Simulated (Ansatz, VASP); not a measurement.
# HfB2: VASP beside Ansatz, part 2 of 2

Wanted: the spread between two codes on one cell, functional and k mesh. The cell is taken from a series of runs on this material, whose earlier steps may have relaxed, scaled, displaced or heated it; both programs get it as it stands.

VASP 6.6.1 and Ansatz 0.2.0.

So far: Starting point; Ansatz: zone-centre phonons, PBEsol.

### 3. VASP: zone-centre phonons, PBEsol

Level of this step: PBEsol; plane waves and PAW (B, Hf_pv) (VASP).

The same cell, functional, mesh and smearing now go to VASP, with its own data sets.

Lines of VASP's logs that name or quote its potential files are left out, and so is its time.

The input, INCAR:

```
SYSTEM = HfB2
PREC = Accurate
ENCUT = 500
EDIFF = 1E-08
NELM = 120
ISMEAR = 1
SIGMA = 0.2
LREAL = .FALSE.
ALGO = Normal
GGA = PS
NBANDS = 14
LASPH = .TRUE.
LORBIT = 11
LWAVE = .FALSE.
LCHARG = .FALSE.
ISIF = 2
IBRION = 8
GGA_COMPAT = .FALSE.
KPAR = 2
```

The input, POSCAR:

```
HfB2
1.0
    3.1461302329      0.0000000000      0.0000000000
   -1.5730651164      2.7246287053      0.0000000000
    0.0000000000      0.0000000000      3.4738603109
B Hf
2 1
Direct
    0.3333333333      0.6666666667      0.5000000000
    0.6666666667      0.3333333333      0.5000000000
    0.0000000000      0.0000000000      0.0000000000
```

The input, KPOINTS:

```
Automatic mesh
0
Gamma
15 15 12
0 0 0
```

The projector-augmented-wave data sets are B and Hf_pv (PBE family, release 64).

The run is started by

```sh
mpirun -np 2 vasp_std
```

Numbers of over 12 decimals in the logs are rounded to 6 here.

The program printed:

```text
[banner, memory and clock lines left out]
running    2 mpi-ranks, on    1 nodes
 distrk:  each k-point on    1 cores,    2 groups
 distr:  one band on    1 cores,    1 groups

 POSCAR found type information on POSCAR B Hf
 POSCAR found :  2 types and       3 ions
|                                                                             |
|               ----> ADVICE to this user running VASP <----                  |
|                                                                             |
|     You enforced a specific xc type in the INCAR file but a different       |
|     [... a line on the potential file left out ...]
|     I HOPE YOU KNOW WHAT YOU ARE DOING!                                     |
|                                                                             |

 LDA part: xc-table for (Slater+PW92), standard interpolation
 POSCAR, INCAR and KPOINTS ok, starting setup
 FFT: planning ... GRIDC
 FFT: planning ... GRID_SOFT
 FFT: planning ... GRID
 WAVECAR not read
 entering main loop
       N       E                     dE             d eps       ncg     rms          rms(c)
DAV:   1     0.246544357264E+02    0.24654E+02   -0.79626E+03  5300   0.105E+03
DAV:   2    -0.285615926667E+02   -0.53216E+02   -0.50067E+02  6752   0.220E+02
DAV:   3    -0.300422458020E+02   -0.14807E+01   -0.14719E+01  7100   0.275E+01
DAV:   4    -0.300492802855E+02   -0.70345E-02   -0.70339E-02  6072   0.228E+00
DAV:   5    -0.300493270191E+02   -0.46734E-04   -0.46732E-04  7140   0.162E-01    0.533E+01
DAV:   6    -0.279713768774E+02    0.20780E+01   -0.32257E+00  6426   0.122E+01    0.387E+01
DAV:   7    -0.279255837884E+02    0.45793E-01   -0.10985E+00  6744   0.742E+00    0.108E+01
DAV:   8    -0.278604282731E+02    0.65156E-01   -0.30208E-01  6318   0.400E+00    0.156E+00
DAV:   9    -0.278562332727E+02    0.41950E-02   -0.24089E-02  6174   0.122E+00    0.407E-01
DAV:  10    -0.278560006423E+02    0.23263E-03   -0.95154E-04  6546   0.258E-01    0.253E-01
DAV:  11    -0.278560077739E+02   -0.71317E-05   -0.65672E-05  6498   0.623E-02    0.953E-02
DAV:  12    -0.278560053370E+02    0.24369E-05   -0.42888E-06  6210   0.161E-02    0.140E-02
DAV:  13    -0.278560054341E+02   -0.97101E-07   -0.26769E-07  6756   0.414E-03    0.160E-03
DAV:  14    -0.278560054443E+02   -0.10190E-07   -0.28527E-08  6174   0.136E-03    0.189E-03
DAV:  15    -0.278560054644E+02   -0.20032E-07   -0.22301E-09  2928   0.417E-04    0.875E-04
DAV:  16    -0.278560054619E+02    0.25043E-08   -0.17890E-10  2760   0.126E-04
   1 F= -.27856005E+02 E0= -.27856138E+02  d E =0.398517E-03
 Linear response reoptimize wavefunctions to high precision
DAV:   1    -0.278560054596E+02    0.22487E-08   -0.13956E-10  2958   0.986E-05
DAV:   2    -0.278560054596E+02   -0.20464E-11   -0.16292E-11  2742   0.374E-05
 Linear response DOF=           4
 Linear response progress:
  Degree of freedom:   1/  4
       N       E                     dE             d eps       ncg     rms          rms(c)
RMM:   1    -0.441456818177E-01   -0.44146E-01    0.25819E-02 53271   0.113E+00
RMM:   2    -0.430031037170E-01    0.11426E-02   -0.12116E-03 38163   0.199E-01    0.264E-01
RMM:   3    -0.429022310695E-01    0.10087E-03   -0.50681E-04 34106   0.112E-01    0.141E-01
RMM:   4    -0.433823005064E-01   -0.48007E-03   -0.48776E-04 34416   0.104E-01    0.189E-02
RMM:   5    -0.433461234687E-01    0.36177E-04   -0.14388E-05 37968   0.223E-02    0.601E-03
RMM:   6    -0.433431719522E-01    0.29515E-05   -0.29822E-07 40044   0.444E-03    0.177E-03
RMM:   7    -0.433389643053E-01    0.42076E-05    0.72910E-10 39955   0.165E-03    0.867E-04
RMM:   8    -0.433400142247E-01   -0.10499E-05   -0.25980E-08 41759   0.388E-04    0.330E-04
RMM:   9    -0.433400886164E-01   -0.74392E-07   -0.44451E-10 41958   0.994E-05    0.146E-04
RMM:  10    -0.433401513027E-01   -0.62686E-07   -0.19680E-09 39314   0.472E-05    0.269E-05
RMM:  11    -0.433401795373E-01   -0.28235E-07    0.10156E-09 41466   0.134E-05    0.109E-05
RMM:  12    -0.433401806425E-01   -0.11053E-08    0.83880E-11 38039   0.425E-06    0.952E-06
 first order change of Fermi-energy   0.18500E-03
 force on displaced ion       1 direction 1 : -16.248  -0.001   0.000
 Linear response progress:
  Degree of freedom:   2/  4
       N       E                     dE             d eps       ncg     rms          rms(c)
RMM:   1    -0.446705914785E-01   -0.44671E-01    0.44277E-02 18347   0.127E+00
RMM:   2    -0.447224959298E-01   -0.51904E-04   -0.10802E-03 13657   0.193E-01    0.424E-01
RMM:   3    -0.446180638899E-01    0.10443E-03   -0.69604E-04 12300   0.133E-01    0.204E-01
RMM:   4    -0.450278247810E-01   -0.40976E-03   -0.37204E-04 13416   0.892E-02    0.290E-02
RMM:   5    -0.450541496310E-01   -0.26325E-04   -0.20161E-05 13662   0.275E-02    0.833E-03
RMM:   6    -0.450517045663E-01    0.24451E-05   -0.12052E-06 13893   0.654E-03    0.282E-03
RMM:   7    -0.450398531800E-01    0.11851E-04   -0.19758E-07 12984   0.236E-03    0.507E-04
RMM:   8    -0.450395017314E-01    0.35145E-06   -0.57197E-09 14689   0.555E-04    0.137E-04
RMM:   9    -0.450394877484E-01    0.13983E-07    0.44778E-09 14808   0.107E-04    0.115E-04
RMM:  10    -0.450395754552E-01   -0.87707E-07   -0.70294E-10 15288   0.298E-05    0.400E-05
RMM:  11    -0.450395359264E-01    0.39529E-07   -0.25133E-10 13495   0.257E-05    0.419E-06
RMM:  12    -0.450395370874E-01   -0.11609E-08    0.13102E-09 14376   0.618E-06    0.288E-06
 first order change of Fermi-energy   0.22257E-03
 force on displaced ion       1 direction 3 :   0.000   0.000  -9.687
 Linear response progress:
  Degree of freedom:   3/  4
       N       E                     dE             d eps       ncg     rms          rms(c)
RMM:   1    -0.205582052431E+00   -0.20558E+00    0.46372E+00 13849   0.125E+01
RMM:   2    -0.204802299897E+00    0.77975E-03   -0.32606E-02 19201   0.125E+00    0.493E-01
RMM:   3    -0.204130784235E+00    0.67152E-03   -0.11133E-03 25393   0.169E-01    0.221E-01
RMM:   4    -0.203660046537E+00    0.47074E-03   -0.77078E-05 26574   0.540E-02    0.140E-01
RMM:   5    -0.203192822838E+00    0.46722E-03   -0.28503E-05 26483   0.380E-02    0.120E-02
RMM:   6    -0.203182397551E+00    0.10425E-04   -0.22135E-06 25937   0.104E-02    0.369E-03
RMM:   7    -0.203197104073E+00   -0.14707E-04    0.51141E-07 27999   0.253E-03    0.372E-03
RMM:   8    -0.203197022082E+00    0.81991E-07   -0.47462E-08 27371   0.588E-04    0.461E-04
RMM:   9    -0.203196599911E+00    0.42217E-06   -0.17030E-07 28098   0.249E-04    0.344E-04
RMM:  10    -0.203196911579E+00   -0.31167E-06   -0.24004E-07 27284   0.812E-05    0.160E-05
RMM:  11    -0.203196902167E+00    0.94124E-08   -0.96671E-08 28854   0.305E-05    0.244E-05
 first order change of Fermi-energy   0.60577E-04
 force on displaced ion       3 direction 1 : -13.666   0.000   0.000
 Linear response progress:
  Degree of freedom:   4/  4
       N       E                     dE             d eps       ncg     rms          rms(c)
RMM:   1    -0.228098602197E+00   -0.22810E+00    0.44802E+00  6038   0.127E+01
RMM:   2    -0.227081934804E+00    0.10167E-02   -0.38288E-02  8140   0.132E+00    0.801E-01
RMM:   3    -0.226617078580E+00    0.46486E-03   -0.20871E-03 10667   0.208E-01    0.404E-01
RMM:   4    -0.226213171750E+00    0.40391E-03   -0.20765E-04 10240   0.747E-02    0.162E-01
RMM:   5    -0.225973074429E+00    0.24010E-03   -0.25380E-05 10676   0.319E-02    0.241E-02
RMM:   6    -0.225912362791E+00    0.60712E-04   -0.27912E-06 10744   0.986E-03    0.439E-03
RMM:   7    -0.225926082048E+00   -0.13719E-04    0.99432E-06 11522   0.317E-03    0.452E-03
RMM:   8    -0.225922053981E+00    0.40281E-05    0.21104E-05 11631   0.900E-04    0.120E-03
RMM:   9    -0.225920900653E+00    0.11533E-05    0.11678E-05 11596   0.336E-04    0.139E-04
RMM:  10    -0.225920789164E+00    0.11149E-06    0.56924E-06 12249   0.127E-04    0.695E-05
RMM:  11    -0.225920716602E+00    0.72562E-07    0.26959E-06 12155   0.523E-05    0.581E-05
RMM:  12    -0.225920712267E+00    0.43349E-08    0.12706E-06 11541   0.275E-05    0.619E-06
RMM:  13    -0.225920704929E+00    0.73382E-08    0.67259E-07 10464   0.138E-05    0.835E-06
RMM:  14    -0.225920689530E+00    0.15398E-07    0.33755E-07  9662   0.806E-06    0.179E-06
RMM:  15    -0.225920693156E+00   -0.36254E-08    0.17343E-07  6943   0.451E-06    0.124E-06
RMM:  16    -0.225920690348E+00    0.28077E-08    0.91482E-08  6423   0.307E-06    0.992E-07
 first order change of Fermi-energy   0.44590E-05
 force on displaced ion       3 direction 3 :   0.000   0.000 -15.032
 Linear response finished
```

From OUTCAR (step 3):

```text
ion  position               nearest neighbor table
   1  0.333  0.667  0.500-   2 1.82   2 1.82   2 1.82   3 2.51   3 2.51   3 2.51   3 2.51   3 2.51
                             3 2.51
   2  0.667  0.333  0.500-   1 1.82   1 1.82   1 1.82   3 2.51   3 2.51   3 2.51   3 2.51   3 2.51
                             3 2.51
   3  0.000  0.000  0.000-   1 2.51   2 2.51   1 2.51   2 2.51   1 2.51   1 2.51   2 2.51   2 2.51
                             2 2.51   2 2.51   1 2.51   1 2.51

  LATTYP: Found a hexagonal cell.
 ALAT       =     3.1461302329
 C/A-ratio  =     1.1041692663

 Subroutine GETGRP returns: Found 24 space group operations
 (whereof 24 operations were pure point group operations)

The static configuration has the point symmetry D_6h.

 Found    189 irreducible k-points:

   k-points           NKPTS =    189   k-points in BZ     NKDIM =    189   number of bands    NBANDS=     14

   dimension x,y,z NGX =    24 NGY =   24 NGZ =   28
   dimension x,y,z NGXF=    48 NGYF=   48 NGZF=   56

   ENCUT  =  500.0 eV  36.75 Ry    6.06 a.u.   5.74  5.74  6.33*2*pi/ulx,y,z

   NELECT =      16.0000    total number of electrons

 k-points in reciprocal lattice and weights: Automatic mesh
   0.00000000  0.00000000  0.00000000       0.000
   0.06666667 -0.00000000  0.00000000       0.002
   0.13333333 -0.00000000  0.00000000       0.002
   0.20000000 -0.00000000  0.00000000       0.002
   0.26666667 -0.00000000  0.00000000       0.002
   0.33333333 -0.00000000  0.00000000       0.002
   0.40000000 -0.00000000  0.00000000       0.002
   0.46666667 -0.00000000  0.00000000       0.002
   0.06666667  0.06666667  0.00000000       0.002
[...]
0.33333333  0.26666667  0.50000000       0.004
   0.33333333  0.33333333  0.50000000       0.001

 average (electrostatic) potential at core
       1 -25.2293       2 -25.2293       3 -34.1634

  Total       -0.9602545     -0.9602545     -0.9124081     -0.0000000      0.0000000      0.0000000
  in kB      -51.6654892    -51.6654892    -49.0911649     -0.0000000      0.0000000      0.0000000
  external PRESSURE =     -50.8073811 kB  Pullay stress =       0.0000000 kB

  energy-cutoff  :      500.00
  volume of cell :       29.78
      direct lattice vectors                 reciprocal lattice vectors
     3.146130233  0.000000000  0.000000000     0.317850796  0.183511243  0.000000000
    -1.573065116  2.724628705  0.000000000     0.000000000  0.367022486  0.000000000
     0.000000000  0.000000000  3.473860311     0.000000000  0.000000000  0.287864194

 POSITION                                       TOTAL-FORCE (eV/Angst)
 -----------------------------------------------------------------------------------
     -0.00000      1.81642      1.73693        -0.000000      0.000000     -0.000000
      1.57307      0.90821      1.73693         0.000000     -0.000000      0.000000
      0.00000      0.00000      0.00000         0.000000      0.000000      0.000000
 -----------------------------------------------------------------------------------
    total drift:                               -0.000000      0.000000      0.000000

 Eigenvectors and eigenvalues of the dynamical matrix
 ----------------------------------------------------

   1 f  =   24.083483 THz   151.320985 2PiTHz  803.338512 cm-1    99.601237 meV
             X         Y         Z           dx          dy          dz
     -0.000000  1.816419  1.736930    -0.527341   -0.471075    0.000000
      1.573065  0.908210  1.736930     0.527341    0.471075   -0.000000
      0.000000  0.000000  0.000000    -0.000000    0.000000    0.000000

   2 f  =   24.083483 THz   151.320985 2PiTHz  803.338512 cm-1    99.601237 meV
             X         Y         Z           dx          dy          dz
     -0.000000  1.816419  1.736930    -0.471075    0.527341    0.000000
      1.573065  0.908210  1.736930     0.471075   -0.527341   -0.000000
      0.000000  0.000000  0.000000    -0.000000   -0.000000    0.000000

   3 f  =   16.370122 THz   102.856509 2PiTHz  546.048486 cm-1    67.701353 meV
             X         Y         Z           dx          dy          dz
     -0.000000  1.816419  1.736930    -0.000000    0.000000   -0.707107
      1.573065  0.908210  1.736930     0.000000    0.000000    0.707107
      0.000000  0.000000  0.000000    -0.000000    0.000000    0.000000

   4 f  =   13.805062 THz    86.739761 2PiTHz  460.487293 cm-1    57.093122 meV
             X         Y         Z           dx          dy          dz
     -0.000000  1.816419  1.736930    -0.000000   -0.000000   -0.667831
      1.573065  0.908210  1.736930    -0.000000   -0.000000   -0.667831
      0.000000  0.000000  0.000000     0.000000    0.000000    0.328638

   5 f  =   13.165311 THz    82.720088 2PiTHz  439.147504 cm-1    54.447327 meV
             X         Y         Z           dx          dy          dz
     -0.000000  1.816419  1.736930    -0.498061   -0.444922    0.000000
      1.573065  0.908210  1.736930    -0.498061   -0.444922    0.000000
      0.000000  0.000000  0.000000     0.245039    0.218895   -0.000000

   6 f  =   13.165311 THz    82.720088 2PiTHz  439.147504 cm-1    54.447327 meV
             X         Y         Z           dx          dy          dz
     -0.000000  1.816419  1.736930    -0.444922    0.498061   -0.000000
      1.573065  0.908210  1.736930    -0.444922    0.498061   -0.000000
      0.000000  0.000000  0.000000     0.218895   -0.245039    0.000000

   7 f/i=    0.001037 THz     0.006517 2PiTHz    0.034596 cm-1     0.004289 meV
             X         Y         Z           dx          dy          dz
     -0.000000  1.816419  1.736930    -0.000000   -0.000000    0.232382
      1.573065  0.908210  1.736930    -0.000000   -0.000000    0.232382
      0.000000  0.000000  0.000000    -0.000000   -0.000000    0.944456

   8 f/i=    0.001916 THz     0.012036 2PiTHz    0.063900 cm-1     0.007923 meV
             X         Y         Z           dx          dy          dz
     -0.000000  1.816419  1.736930     0.046304    0.227674    0.000000
      1.573065  0.908210  1.736930     0.046304    0.227674    0.000000
      0.000000  0.000000  0.000000     0.188235    0.925531    0.000000

   9 f/i=    0.001916 THz     0.012036 2PiTHz    0.063900 cm-1     0.007923 meV
             X         Y         Z           dx          dy          dz
     -0.000000  1.816419  1.736930    -0.227674    0.046304    0.000000
      1.573065  0.908210  1.736930    -0.227674    0.046304    0.000000
      0.000000  0.000000  0.000000    -0.925531    0.188235    0.000000

 ELASTIC MODULI CONTR FROM IONIC RELAXATION (kBar)
 Direction    XX          YY          ZZ          XY          YZ          ZX
 --------------------------------------------------------------------------------
 XX          -2.9952      2.9952      0.0000     -0.0000      0.0000     -0.0000
 YY           2.9952     -2.9952      0.0000     -0.0000     -0.0000      0.0000
 ZZ           0.0000      0.0000      0.0000      0.0000      0.0000      0.0000
 XY          -0.0000     -0.0000      0.0000     -2.9952      0.0000     -0.0000
 YZ           0.0000     -0.0000      0.0000      0.0000     -0.0000      0.0000
 ZX          -0.0000      0.0000      0.0000     -0.0000      0.0000     -0.0000
 --------------------------------------------------------------------------------
```

Harder data sets than Hf_pv exist (the GW ones), and pressures, volumes and forces can shift noticeably with them.

### 4. Comparison

Known differences besides the potentials themselves: the data sets hold 32 valence electrons in Ansatz (on its PAW soft_1 files) and 16 in VASP; the cutoff is 420 eV in Ansatz and 500 eV in VASP; Ansatz makes its cores anew for this functional, VASP keeps those of its PBE data sets. Total energies have different zeros and are not compared.

Both answers:

| quantity | Ansatz | VASP | difference |
| --- | --- | --- | --- |
| optical mode 1 to 2 (cm⁻¹) | 437.8 | 439.1 | -0.30 % |
| optical mode 3 (cm⁻¹) | 459.5 | 460.5 | -0.22 % |
| optical mode 4 (cm⁻¹) | 545.2 | 546.0 | -0.15 % |
| optical mode 5 to 6 (cm⁻¹) | 799.2 | 803.3 | -0.51 % |

Modes are paired by rising frequency, not by their patterns, so a pair may set unlike modes beside each other; they are those without the splitting of longitudinal modes.

### 5. Results

```yaml
r_m_s_difference_of_the_optical_zone_centre_modes_each_program_s_sorted_by_frequency_zone_centre_phonons_pbesol: 2.5 cm⁻¹
difference_in_optical_mode_5_to_6_zone_centre_phonons_pbesol: -0.5 %
```

In words: The r.m.s. difference of the optical zone-centre modes, each program's sorted by frequency is 2.5 cm⁻¹ (zone-centre phonons, PBEsol). The data sets hold unlike numbers of valence electrons (32 in Ansatz and 16 in VASP), so part of the differences comes from the potentials. Among the rows given in per cent, the largest difference of the zone-centre phonons, PBEsol pair is in optical mode 5 to 6, -0.5 %. How closely two codes agree says nothing of how well the functional describes the real material.

[Lines on the potential files, build, host, timing and source positions are cut from VASP's logs without a mark.]

[Logs are printed without paths, hosts, clocks, repeated set-up lines and the standing remarks that a program may print on its own settings, such as how far it seeks lower states.]

[Hosts, paths, dates, database ids (printed as entryN), source tags and the programs' standing remarks are cut or masked in the printed files.]
